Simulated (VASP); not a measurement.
Consider the following.

```yaml
crystal:
  lattice:
    - [1.27920, 0.73855, 4.95287]
    - [-1.27920, 0.73855, 4.95287]
    - [0.00000, -1.47709, 4.95287]
  atoms:
    - { symbol: Zn, position: [0.00000, 0.00000, 0.00000] }
    - { symbol: F, position: [0.75230, 0.75230, 0.75230] }
    - { symbol: F, position: [0.58100, 0.58100, 0.58100] }
```

Level of theory: PBE GGA, VASP's PBE PAW potentials (set 64) (plane waves; VASP). Numerical set-up: 400 eV cut-off, 8×8×8 Γ-centred mesh, Fermi-Dirac smearing of 0.14 eV, potentials Zn F.

### Question
Give the energies of bands 3 to 14 at the high-symmetry points, in eV from the valence-band maximum.

### Answer

```
band      Γ      T     H2      L     S0      F
----  -----  -----  -----  -----  -----  -----
3     -7.12  -6.62  -5.86  -6.51  -5.86  -6.43
4     -4.76  -4.76  -5.27  -5.45  -5.27  -5.54
5     -4.76  -4.76  -5.11  -5.34  -5.02  -5.22
6     -3.83  -3.83  -4.82  -4.63  -4.91  -4.60
7     -3.83  -3.83  -4.28  -3.36  -4.25  -3.43
8     -3.11  -3.08  -3.41  -3.29  -3.41  -3.37
9     -1.79  -2.78  -3.25  -3.06  -3.27  -3.02
10    -0.34  -0.39  -2.49  -2.17  -2.50  -2.07
11    -0.34  -0.39  -1.47  -1.64  -1.48  -1.75
12    -0.29  -0.24  -0.63  -0.23  -0.61  -0.49
13    -0.29  -0.24  -0.29  -0.11  -0.28   0.00
14     3.90   4.86   8.82   7.90   8.86   8.07
```

The gap is indirect, 3.90 eV, from the valence maximum at F to the conduction minimum at Γ.

The structure was generated: ZnF2 was put into an ordered model structure, which need not be its known phase. The cell was not relaxed at this level.
